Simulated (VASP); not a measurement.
Level of theory: revPBE GGA, VASP's PBE PAW potentials (set 64) (plane waves; VASP).

VASP input:

INCAR:
```
# general
SYSTEM   =  Cs
PREC     =  Accurate
ENCUT    =  400
LREAL    =  F   # projection in real space or not
LASPH    =  T   # aspherical one-centre terms

# electronic loop
EDIFF    =  1E-6   # SCF stop (eV)
NELM     =  100   # most electronic steps
ALGO     =  Normal   # blocked Davidson
LMAXMIX  =  4   # l cut-off of mixed one-centre charges

# smearing
ISMEAR   =  1   # Methfessel-Paxton
SIGMA    =  0.1   # width (eV)

# functional
GGA      =  RE

# ions
ISIF     =  2   # forces and stress, cell fixed

# output
LWAVE    =  F
LCHARG   =  F
```

KPOINTS:
```
kpoints
0
Gamma
  8 8 8
0 0 0
```

**POSCAR**
```
Cs
5.388410
 -0.5773502759   0.5773502759   0.5773502759
  0.5773502759  -0.5773502759   0.5773502759
  0.5773502759   0.5773502759  -0.5773502759
Cs
1
direct
  0.0000000000   0.0000000000   0.0000000000
```

POTCAR, in this order: Cs_sv (PBE.64 set). Program: vasp_std.

Output

### OSZICAR
```
       N       E                     dE             d eps       ncg     rms          rms(c)
DAV:   1     0.529180278239E+02    0.52918E+02   -0.27312E+03   464   0.650E+02
DAV:   2     0.424104213978E+01   -0.48677E+02   -0.48181E+02   608   0.117E+02
DAV:   3    -0.669571689701E+00   -0.49106E+01   -0.49106E+01   472   0.453E+01
DAV:   4    -0.737003978567E+00   -0.67432E-01   -0.67428E-01   864   0.673E+00
DAV:   5    -0.737043112060E+00   -0.39133E-04   -0.39134E-04   600   0.104E-01    0.162E-01
DAV:   6    -0.740104200901E+00   -0.30611E-02   -0.17990E-03   720   0.258E-01    0.112E-01
DAV:   7    -0.743372576315E+00   -0.32684E-02   -0.63387E-03   552   0.509E-01    0.342E-02
DAV:   8    -0.743470844055E+00   -0.98268E-04   -0.19205E-04   728   0.103E-01    0.499E-03
DAV:   9    -0.743473529139E+00   -0.26851E-05   -0.33320E-06   784   0.119E-02    0.281E-03
DAV:  10    -0.743473915268E+00   -0.38613E-06   -0.28773E-06   688   0.102E-02
   1 F= -.74347392E+00 E0= -.74254220E+00  d E =-.279515E-02
```

### OUTCAR
```
------------------------ aborting loop because EDIFF is reached ----------------------------------------
  FORCE on cell =-STRESS in cart. coord.  units (eV):
  Direction    XX          YY          ZZ          XY          YZ          ZX
  --------------------------------------------------------------------------------------
  Total        0.0977964      0.0977964      0.0977964      0.0000000      0.0000000     -0.0000000
  in kB        1.3009887      1.3009887      1.3009887      0.0000000      0.0000000     -0.0000000
  external PRESSURE =       1.3009887 kB  Pullay stress =       0.0000000 kB
  volume of cell :      120.44
      direct lattice vectors                 reciprocal lattice vectors
    -3.111000000  3.111000000  3.111000000     0.000000000  0.160720026  0.160720026
     3.111000000 -3.111000000  3.111000000     0.160720026  0.000000000  0.160720026
     3.111000000  3.111000000 -3.111000000     0.160720026  0.160720026  0.000000000
 POSITION                                       TOTAL-FORCE (eV/Angst)
 -----------------------------------------------------------------------------------
      0.00000      0.00000      0.00000         0.000000     -0.000000      0.000000
 -----------------------------------------------------------------------------------
    total drift:                               -0.000000      0.000000      0.000000
  FREE ENERGIE OF THE ION-ELECTRON SYSTEM (eV)
  ---------------------------------------------------
  free  energy   TOTEN  =        -0.7434739153 eV

  energy  without entropy=       -0.7406787661  energy(sigma->0) =       -0.74254220
```
(Selected blocks of OUTCAR.)

The compound is Cs in the bcc structure. The cell was not relaxed at this level. The run is one of a series of settings (GGA = RE against the base run), some of them coarse on purpose.
